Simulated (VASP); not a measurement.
# SiC: excitons from the Bethe-Salpeter equation

What does the electron-hole attraction do to the spectrum of SiC? The cell has space group P6_3mc. The start is a cell from a database of measured crystal structures.

Calculated with VASP 6.6.1; r2SCAN; plane waves and PAW (Si_GW, C_GW), in the first sound run; inputs show where later runs differ.

Report form: the programs' logs are mostly left out.

## Step 1: The structure

Symmetry: P6_3mc, No. 186, hexagonal system. Conventional cell: a = 3.079 Å, b = 3.079 Å, c = 20.146 Å, α = 90.00°, β = 90.00°, γ = 120.00°. Nearest to Si lie 4 C at 1.88 to 1.89 Å. Si has 4 C at 1.88 to 1.89 Å nearest. Nearest to C lie 4 Si at 1.88 to 1.89 Å. Nearest to C lie 4 Si at 1.88 to 1.89 Å. Farther neighbours are not listed.

## Step 2: Ground state

The orbitals come from a self-consistent r2SCAN run with a tight EDIFF and a narrow smearing. KPOINTS_OPT adds the bands along a path, which shows whether the mesh holds the band edges.

File INCAR:

```
SYSTEM = SiC
PREC = Accurate
ENCUT = 440
EDIFF = 1E-08
NELM = 100
ISMEAR = 0
SIGMA = 0.01
LREAL = .FALSE.
ALGO = Normal
METAGGA = R2SCAN
LASPH = .TRUE.
NBANDS = 48
LORBIT = 11
LWAVE = .TRUE.
LCHARG = .FALSE.
KPAR = 4
```

File POSCAR:

```
SiC
1.0
    3.0790000000      0.0000000000      0.0000000000
   -1.5395000000      2.6664922183      0.0000000000
    0.0000000000      0.0000000000     20.1460000000
Si C
8 8
Direct
    0.3333333333      0.6666666667      0.2500000000
    0.6666666667      0.3333333333      0.7500000000
    0.3333333333      0.6666666667      0.6250000000
    0.6666666667      0.3333333333      0.1250000000
    0.0000000000      0.0000000000      0.0000000000
    0.0000000000      0.0000000000      0.5000000000
    0.3333333333      0.6666666667      0.8750000000
    0.6666666667      0.3333333333      0.3750000000
    0.3333333333      0.6666666667      0.9690000000
    0.6666666667      0.3333333333      0.4690000000
    0.0000000000      0.0000000000      0.0940000000
    0.0000000000      0.0000000000      0.5940000000
    0.3333333333      0.6666666667      0.3440000000
    0.6666666667      0.3333333333      0.8440000000
    0.3333333333      0.6666666667      0.7190000000
    0.6666666667      0.3333333333      0.2190000000
```

File KPOINTS:

```
Automatic mesh
0
Gamma
6 6 1
0 0 0
```

File KPOINTS_OPT:

```
Line mode
8
Line-mode
Reciprocal
  0.00000000   0.00000000   0.00000000 GAMMA
  0.50000000   0.00000000   0.00000000 M

  0.50000000   0.00000000   0.00000000 M
  0.33333333   0.33333333   0.00000000 K

  0.33333333   0.33333333   0.00000000 K
  0.00000000   0.00000000   0.00000000 GAMMA

  0.00000000   0.00000000   0.00000000 GAMMA
  0.00000000   0.00000000   0.50000000 A

  0.00000000   0.00000000   0.50000000 A
  0.50000000   0.00000000   0.50000000 L

  0.50000000   0.00000000   0.50000000 L
  0.33333333   0.33333333   0.50000000 H

  0.33333333   0.33333333   0.50000000 H
  0.00000000   0.00000000   0.50000000 A

  0.50000000   0.00000000   0.50000000 L
  0.50000000   0.00000000   0.00000000 M

  0.33333333   0.33333333   0.00000000 K
  0.33333333   0.33333333   0.50000000 H
```

The projector-augmented-wave data sets are Si_GW and C_GW (PBE family, release 64).

The run is started by

```console
> mpirun -np 8 vasp_std
```

Wall time 3.8 min (8 MPI ranks of AMD EPYC 7R43, shared host); peak memory 1.9 GiB; 30 min of CPU time.

The PAW data sets were made with PBE, which is usual practice but a small mismatch for other functionals.

Numbers from this step:

| Property | Result |
| --- | --- |
| free energy (TOTEN) | -154.5405 eV |
| Fermi energy | 7.783 eV |
| pressure | -1.559 GPa |
| least gap on mesh and path | 2.143 eV |
| least direct gap on mesh and path | 3.296 eV |

The highest empty bands on the path are converged less tightly, to about 0.1 eV. The electronic bands at the labelled points (eV, zero at the valence-band top; v1 is the highest filled band, c1 the lowest empty one):

```csv
point,v4,v3,v2,v1,c1,c2,c3,c4
Γ,-0.19,0.00,0.00,0.00,5.77,5.84,6.17,6.44
0.43 of the way,-0.79,-0.75,-0.49,-0.42,4.58,4.78,4.92,5.39
M,-1.62,-1.58,-1.45,-1.15,2.14,2.35,3.29,3.53
0.43 of the way,-2.30,-2.04,-1.75,-1.55,3.02,3.44,4.28,4.65
K,-2.58,-2.52,-2.23,-2.23,3.72,4.47,4.59,4.59
0.43 of the way,-2.18,-1.61,-1.08,-0.87,4.75,5.02,5.15,5.36
Γ,-0.19,0.00,0.00,0.00,5.77,5.84,6.17,6.44
0.57 of the way,-0.11,-0.11,-0.02,-0.02,5.78,5.82,6.21,6.37
A,-0.06,-0.06,-0.06,-0.06,5.80,5.80,6.28,6.28
0.43 of the way,-0.72,-0.72,-0.51,-0.51,4.64,4.64,5.17,5.17
L,-1.67,-1.67,-1.28,-1.28,2.27,2.27,3.33,3.33
0.57 of the way,-2.19,-2.19,-1.84,-1.84,3.52,3.52,4.83,4.83
H,-2.71,-2.71,-2.09,-2.09,4.04,4.04,4.41,4.41
0.57 of the way,-1.41,-1.41,-0.59,-0.59,5.57,5.57,5.63,5.63
A,-0.06,-0.06,-0.06,-0.06,5.80,5.80,6.28,6.28
jump to L,-1.67,-1.67,-1.28,-1.28,2.27,2.27,3.33,3.33
0.57 of the way,-1.78,-1.50,-1.44,-1.18,2.17,2.34,3.29,3.47
M,-1.62,-1.58,-1.45,-1.15,2.14,2.35,3.29,3.53
jump to K,-2.58,-2.52,-2.23,-2.23,3.72,4.47,4.59,4.59
0.43 of the way,-2.70,-2.56,-2.16,-2.16,3.78,4.36,4.50,4.50
H,-2.71,-2.71,-2.09,-2.09,4.04,4.04,4.41,4.41
```

Of the projections kept (Si, C), the largest for each band there; the rest of the weight can lie on other orbitals:

```
point      v4      v3      v2      v1       c1       c2       c3       c4
    Γ  C 0.73  C 0.74  C 0.74  C 0.74  Si 0.65  Si 0.65  Si 0.65  Si 0.64
    M  C 0.64  C 0.64  C 0.64  C 0.66  Si 0.66  Si 0.70  Si 0.78  Si 0.63
    K  C 0.59  C 0.60  C 0.60  C 0.60  Si 0.76  Si 0.61  Si 0.67  Si 0.67
    Γ  C 0.73  C 0.74  C 0.74  C 0.74  Si 0.65  Si 0.65  Si 0.65  Si 0.64
    A  C 0.74  C 0.74  C 0.74  C 0.74  Si 0.65  Si 0.65  Si 0.65  Si 0.65
    L  C 0.63  C 0.63  C 0.65  C 0.65  Si 0.67  Si 0.67  Si 0.73  Si 0.73
```

The cell has a gap of 2.14 eV on mesh and path. Forces of up to 0.17 eV/Å remain in these settings.

## Step 3: Empty bands

ALGO = Exact makes the empty bands from the converged ground state in one step. LOPTICS writes the k-derivatives of the orbitals (WAVEDER), which give the long-wavelength limit of the screening.

File INCAR:

```
SYSTEM = SiC
PREC = Accurate
ENCUT = 440
ISMEAR = 0
SIGMA = 0.01
LREAL = .FALSE.
METAGGA = R2SCAN
LASPH = .TRUE.
NBANDS = 376
ALGO = Exact
NELM = 1
LWAVE = .TRUE.
LCHARG = .FALSE.
LOPTICS = .TRUE.
NEDOS = 1000
CSHIFT = 0.1
```

POSCAR is that of step 2.

KPOINTS is that of step 2.

The run is started by

```console
> mpirun -np 8 vasp_std
```

It took 2.3 min on 8 MPI ranks; peak memory 3.6 GiB.

The gap is read on the k-mesh alone, so it is an upper bound where the band edges lie off the mesh.

A gap read on the k-mesh alone can miss the band edges.

This step gave:

```yaml
gap_on_the_k_mesh: 2.143 eV
least_direct_gap_on_the_k_mesh: 3.296 eV
```

WAVECAR now holds 376 bands for 64 electrons. Its independent-particle dielectric tensor has xx, yy, zz = 6.9, 6.9, 6.7 on this mesh, which isn't tested for convergence in mesh or bands and lacks local fields.

## Step 4: G0W0

This step: G0W0 on r2SCAN; plane waves and PAW (Si_GW, C_GW) (VASP 6.6.1).

One pass of GW corrects the levels to first order, with G and W from the starting orbitals. LWAVE keeps the quasiparticle levels in WAVECAR, and the W files hold the screened interaction for the next step.

File INCAR:

```
SYSTEM = SiC
PREC = Accurate
ENCUT = 440
ISMEAR = 0
SIGMA = 0.01
LREAL = .FALSE.
METAGGA = R2SCAN
LASPH = .TRUE.
NBANDS = 376
ALGO = EVGW0
NELMGW = 1
ENCUTGW = 100
NOMEGA = 48
PRECFOCK = Fast
NBANDSGW = 40
LWAVE = .TRUE.
LCHARG = .FALSE.
```

POSCAR is that of step 3.

KPOINTS is that of step 3.

The run is started by

```console
> mpirun -np 8 vasp_std
```

The job ended after 4.1 min (8 MPI ranks; peak memory 3.1 GiB).

Numbers from this step:

| Item | Value |
| --- | --- |
| quasiparticle gap on the mesh | 2.617 eV |
| smallest direct quasiparticle gap on the mesh | 3.860 eV |
| gap of the starting orbitals on the mesh | 2.143 eV |

GW takes the gap from 2.143 to 2.617 eV. The value holds for 376 bands, ENCUTGW = 100 eV and this mesh, and isn't shown to be converged in them.

## Step 5: BSE, Tamm-Dancoff

This step: BSE on G0W0 on r2SCAN; plane waves and PAW (Si_GW, C_GW) (VASP 6.6.1).

The Bethe-Salpeter equation adds the screened attraction of electron and hole to the quasiparticle pairs; ANTIRES = 0 leaves out the coupling to antiresonant pairs.

File INCAR:

```
SYSTEM = SiC
PREC = Accurate
ENCUT = 440
ISMEAR = 0
SIGMA = 0.01
LREAL = .FALSE.
METAGGA = R2SCAN
LASPH = .TRUE.
NBANDS = 376
ALGO = BSE
NBANDSO = 5
NBANDSV = 4
OMEGAMAX = 25
NEDOS = 1000
CSHIFT = 0.1
PRECFOCK = Fast
LWAVE = .FALSE.
LCHARG = .FALSE.
ENCUTGW = 100
ANTIRES = 0
```

POSCAR is that of step 4.

KPOINTS is that of step 4.

The run is started by

```console
> mpirun -np 8 vasp_std
```

Wall time 5.8 s (8 MPI ranks); peak memory 2.6 GiB; 42 s of CPU time.

This step gave:

```yaml
lowest_excitation: 3.493 eV
```

The imaginary dielectric function has structure finer than the step of the table below, so its rows give means over 0.5 eV, whole bins alone (the curve runs from 0 to 25 eV). Peaks (eV: height): xx 5.76: 1.08, 6.56: 3.50; zz 4.25: 2.64, 6.06: 9.16, 6.26: 8.99, 7.26: 5.16.

From 5 filled and 4 empty bands alone, without any pair above OMEGAMAX = 25 eV, so strength is missing wherever others contribute; lines are broadened by CSHIFT, which also makes the tail under the first line. Imaginary dielectric function against photon energy; means over each step:

```
photon energy (eV)       xx       zz
               0.5   9.6e-4  0.00344
               1.0  0.00201  0.00725
               1.5  0.00330   0.0120
               2.0  0.00512   0.0184
               2.5  0.00801   0.0285
               3.0   0.0143   0.0487
               3.5   0.0594    0.120
               4.0    0.202     1.11
               4.5    0.258    0.836
               5.0    0.237    0.574
               5.5    0.599    0.945
               6.0    0.578     5.81
               6.5     1.99     5.04
               7.0     1.43     3.63
               7.5    0.755     4.09
               8.0    0.214    0.639
               8.5   0.0431    0.155
               9.0   0.0214   0.0779
               9.5   0.0133   0.0484
              10.0  0.00921   0.0333
              10.5  0.00676   0.0243
              11.0  0.00514   0.0186
              11.5  0.00406   0.0146
              12.0  0.00328   0.0118
              12.5  0.00270  0.00970
              13.0  0.00224  0.00812
              13.5  0.00192  0.00686
              14.0  0.00163  0.00587
              14.5  0.00142  0.00507
              15.0  0.00123  0.00444
              15.5  0.00107  0.00388
              16.0   9.6e-4  0.00344
              16.5   8.5e-4  0.00305
              17.0   7.6e-4  0.00273
              17.5   7.0e-4  0.00245
              18.0   6.0e-4  0.00220
              18.5   5.6e-4  0.00200
              19.0   5.0e-4  0.00182
              19.5   4.8e-4  0.00165
              20.0   4.0e-4  0.00152
              20.5   4.0e-4  0.00139
              21.0   3.8e-4  0.00128
              21.5   3.0e-4  0.00119
              22.0   3.0e-4  0.00110
              22.5   3.0e-4  0.00100
              23.0   3.0e-4   9.4e-4
              23.5   2.1e-4   8.9e-4
```

Some of the lowest 40 states alone, with states under 2.5 meV apart joined, scaled to the strongest line shown. Exciton lines, with heights relative to the strongest:

| position (eV) | lines merged | oscillator strength |
| --- | --- | --- |
| 3.494 | 3 | 0.0 |
| 3.691 | 3 | 1.4 |
| 3.815 | 2 | 13 |
| 3.828 | 1 | 0.0 |
| 3.969 | 3 | 0.6 |
| 4.003 | 3 | 12 |
| 4.012 | 2 | 0.0 |
| 4.031 | 1 | 31 |
| 4.156 | 3 | 0.0 |
| 4.183 | 3 | 0.0 |
| 4.200 | 3 | 0.0 |
| 4.224 | 3 | 0.0 |
| 4.237 | 2 | 0.0 |
| 4.249 | 4 | 100 |
| 4.261 | 3 | 0.0 |

The lowest excitation lies at 3.493 eV, -366 meV against the direct gap of these orbitals, a distance that this coarse mesh makes far too large. It is dark; the first state with over 2 % of the strongest strength among the lowest 40 lies at 3.815 eV. Peak heights aren't converged with the mesh, least of all at the onset.

## Step 6: Without the electron-hole attraction

This step: BSE on G0W0 on r2SCAN, without the electron-hole attraction; plane waves and PAW (Si_GW, C_GW) (VASP 6.6.1).

LADDER = .FALSE. removes the attraction and keeps the local fields, which shows what the attraction does.

Edit INCAR of step 5 so:

```diff
@@ -20 +20,2 @@
 ANTIRES = 0
+LADDER = .FALSE.
```

POSCAR is that of step 5.

KPOINTS is that of step 5.

The run is started by

```console
> mpirun -np 8 vasp_std
```

The job ended after 4.6 s (8 MPI ranks; peak memory 2 GiB; 32 s of CPU time).

Numbers from this step:

```
lowest excitation : 3.860 eV
```

The imaginary dielectric function has structure finer than the step of the table below, so its rows give means over 0.5 eV, whole bins alone (the curve runs from 0 to 25 eV). Peaks (eV: height): xx 6.18: 0.866, 6.93: 2.72, 7.56: 1.84; zz 4.55: 1.84, 6.43: 8.93, 7.93: 6.85.

From 5 filled and 4 empty bands alone, without any pair above OMEGAMAX = 25 eV, so strength is missing wherever others contribute; lines are broadened by CSHIFT, which also makes the tail under the first line. The imaginary dielectric function by photon energy; means over each step:

```csv
photon energy (eV),xx,zz
0.5,7.6e-4,0.00271
1.0,0.00158,0.00568
1.5,0.00257,0.00921
2.0,0.00385,0.0138
2.5,0.00576,0.0204
3.0,0.00908,0.0317
3.5,0.0181,0.0575
4.0,0.128,0.208
4.5,0.190,1.38
5.0,0.207,0.360
5.5,0.290,0.511
6.0,0.586,1.14
6.5,0.488,6.18
7.0,1.93,4.10
7.5,1.57,4.14
8.0,0.773,4.22
8.5,0.156,0.530
9.0,0.0395,0.148
9.5,0.0207,0.0769
10.0,0.0131,0.0482
10.5,0.00911,0.0332
11.0,0.00670,0.0244
11.5,0.00514,0.0187
12.0,0.00406,0.0147
12.5,0.00329,0.0119
13.0,0.00271,0.00980
13.5,0.00228,0.00818
14.0,0.00192,0.00694
14.5,0.00164,0.00594
15.0,0.00142,0.00514
15.5,0.00125,0.00449
16.0,0.00110,0.00395
16.5,9.6e-4,0.00350
17.0,8.6e-4,0.00311
17.5,7.8e-4,0.00279
18.0,7.0e-4,0.00251
18.5,6.1e-4,0.00226
19.0,5.8e-4,0.00205
19.5,5.0e-4,0.00186
20.0,5.0e-4,0.00169
20.5,4.0e-4,0.00155
21.0,4.0e-4,0.00143
21.5,4.0e-4,0.00131
22.0,3.0e-4,0.00121
22.5,3.0e-4,0.00113
23.0,3.0e-4,0.00104
23.5,3.0e-4,9.8e-4
24.0,2.5e-4,9.0e-4
24.5,2.0e-4,8.3e-4
```

The lowest excitation lies at 3.860 eV, +367 meV against the Tamm-Dancoff singlet. It is dark; the first state with over 2 % of the strongest strength among the lowest 40 lies at 4.180 eV. Peak heights aren't converged with the mesh, least of all at the onset.

## Step 7: Independent quasiparticles

This step: BSE on G0W0 on r2SCAN, independent quasiparticles; plane waves and PAW (Si_GW, C_GW) (VASP 6.6.1).

With LADDER and LHARTREE off the pairs don't interact at all, so the lowest line must equal the direct gap.

Edit INCAR of step 6 so:

```diff
@@ -21 +21,2 @@
 LADDER = .FALSE.
+LHARTREE = .FALSE.
```

POSCAR is that of step 6.

KPOINTS is that of step 6.

The run is started by

```console
> mpirun -np 8 vasp_std
```

Elapsed: 3.2 s, on 8 MPI ranks; peak memory 2 GiB.

The imaginary dielectric function has structure finer than the step of the table below, so its rows give means over 0.5 eV, whole bins alone (the curve runs from 0 to 25 eV). Peaks (eV: height): xx 6.13: 0.909, 6.93: 2.86, 7.56: 1.78; zz 4.55: 2.03, 6.43: 9.81, 7.88: 5.51.

From 5 filled and 4 empty bands alone, without any pair above OMEGAMAX = 25 eV, so strength is missing wherever others contribute; lines are broadened by CSHIFT, which also makes the tail under the first line. Table of imaginary dielectric function by photon energy; means over each step:

```csv
photon energy (eV),xx,zz
0.5,7.7e-4,0.00281
1.0,0.00160,0.00590
1.5,0.00260,0.00956
2.0,0.00388,0.0144
2.5,0.00579,0.0214
3.0,0.00916,0.0335
3.5,0.0183,0.0616
4.0,0.128,0.238
4.5,0.195,1.47
5.0,0.207,0.369
5.5,0.299,0.567
6.0,0.594,1.30
6.5,0.499,6.77
7.0,2.01,4.01
7.5,1.52,4.17
8.0,0.731,3.41
8.5,0.145,0.499
9.0,0.0380,0.135
9.5,0.0202,0.0715
10.0,0.0129,0.0454
10.5,0.00896,0.0316
11.0,0.00661,0.0233
11.5,0.00507,0.0179
12.0,0.00403,0.0142
12.5,0.00326,0.0115
13.0,0.00268,0.00950
13.5,0.00224,0.00795
14.0,0.00191,0.00676
14.5,0.00163,0.00581
15.0,0.00142,0.00502
15.5,0.00124,0.00439
16.0,0.00108,0.00386
16.5,9.6e-4,0.00340
17.0,8.5e-4,0.00305
17.5,7.8e-4,0.00273
18.0,7.0e-4,0.00245
18.5,6.0e-4,0.00221
19.0,5.8e-4,0.00200
19.5,5.0e-4,0.00184
20.0,5.0e-4,0.00167
20.5,4.0e-4,0.00153
21.0,4.0e-4,0.00141
21.5,4.0e-4,0.00129
22.0,3.0e-4,0.00120
22.5,3.0e-4,0.00110
23.0,3.0e-4,0.00101
23.5,3.0e-4,9.5e-4
24.0,2.4e-4,9.0e-4
```

The lowest excitation lies at 3.860 eV, +366 meV against the Tamm-Dancoff singlet. It is dark; the first state with over 2 % of the strongest strength among the lowest 40 lies at 4.066 eV. Peak heights aren't converged with the mesh, least of all at the onset.

## Step 8: Summary

This step: BSE on G0W0 on r2SCAN; plane waves and PAW (VASP 6.6.1).

Derived from the runs above.

Cost is wall time times ranks on a shared host, for this step alone, without the steps before it. Excitations by level:

| level | first excitation (eV) | cost (core minutes) |
| --- | --- | --- |
| BSE, Tamm-Dancoff | 3.493 | 0.77 |
| without the electron-hole attraction | 3.86 | 0.61 |
| independent quasiparticles | 3.86 | 0.43 |

## Step 9: Results

```json
{
 "BSE, Tamm-Dancoff": "lowest vertical excitation 3.493 eV; direct gap 3.860 eV",
 "without the electron-hole attraction": "lowest vertical excitation 3.860 eV; direct gap 3.860 eV",
 "independent quasiparticles": "lowest vertical excitation 3.860 eV; direct gap 3.860 eV"
}
```

What this shows: The Bethe-Salpeter equation puts the lowest vertical singlet excitation at 3.493 eV, 0.37 eV below the direct gap of 3.860 eV; the states within 10 meV of it carry 0 % of the strength of the strongest such group among the lowest 40 states. The attraction moves the centre of weight of eps2 xx over the computed range by -0.48 eV against the run without the attraction, a shift that holds the same mesh error. The binding energy was not obtained: in a well-screened crystal the exciton spreads over many cells, and on this mesh its distance from the gap is set by the mesh and is far too large. On such a mesh the heights of single peaks aren't converged either. Bands, response cutoff and mesh of the GW step weren't tested in this session. Only vertical pairs enter; the least gap on the mesh is indirect, 2.617 eV, and its phonon-assisted absorption is absent. Only the bands set by NBANDSO and NBANDSV form pairs, and any pair above OMEGAMAX = 25 eV is dropped, so the spectrum is that of this window; the window can cut degenerate bands, and the ratio of directions in the curves is that of the window, not of the crystal. The atoms weren't relaxed and carry forces of up to 0.17 eV/Å at r2SCAN in the first static run, so the numbers belong to the given coordinates, and a relaxation would change them. Not tabulated here, as repeats of values shown or as unfit to read for their mesh, reference level or band range: eps2 curves (empty bands); eps1 curves and static values (BSE, empty bands, independent quasiparticles, without the electron-hole attraction); exciton binding energies (BSE); line lists of runs without attraction (independent quasiparticles, without the electron-hole attraction).

[Lines on the potential files, build, host, timing and source positions are cut from VASP's logs without a mark.]

[Logs are printed without paths, hosts, clocks, repeated set-up lines and the standing remarks that a program may print on its own settings, such as how far it seeks lower states.]

[Hosts, paths, dates, database ids (printed as entryN), source tags and the programs' standing remarks are cut or masked in the printed files.]

[Pressures printed for these runs are not shown converged in the cutoff: they can be off by several GPa and have the wrong sign.]
